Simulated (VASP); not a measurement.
Here is the system:

```yaml
crystal:
  lattice:
    - [-1.87294, 1.87294, 6.20061]
    - [1.87294, -1.87294, 6.20061]
    - [1.87294, 1.87294, -6.20061]
  atoms:
    - { symbol: K, position: [0.00000, 0.00000, 0.00000] }
    - { symbol: Fe, position: [0.75000, 0.25000, 0.50000] }
    - { symbol: Fe, position: [0.25000, 0.75000, 0.50000] }
    - { symbol: P, position: [0.33756, 0.33756, 0.00000] }
    - { symbol: P, position: [0.66244, 0.66244, 0.00000] }
```

The numbers are results of PBEsol GGA with spin-orbit coupling, VASP's PBE PAW potentials (set 64) (plane waves; VASP), not measurements. Run with 400 eV cut-off, 10×10×10 Γ-centred mesh, Gaussian smearing of 0.050 eV, potentials K_sv Fe P.

Q: What does the run give for the energy per atom (σ→0), band gap (over mesh and band path) with the smallest direct gap where there is one?

A: 
```
Item                                                                  Result
----------------------------------  ----------------------------------------
band gap (over mesh and band path)  none (metal, semimetal or under 0.01 eV)
energy per atom (σ→0)                                         -6676 meV/atom
```

The structure comes from a computed database's Fe2KP2 entry (I4/mmm); how it stands against other phases isn't given here. It was relaxed first.
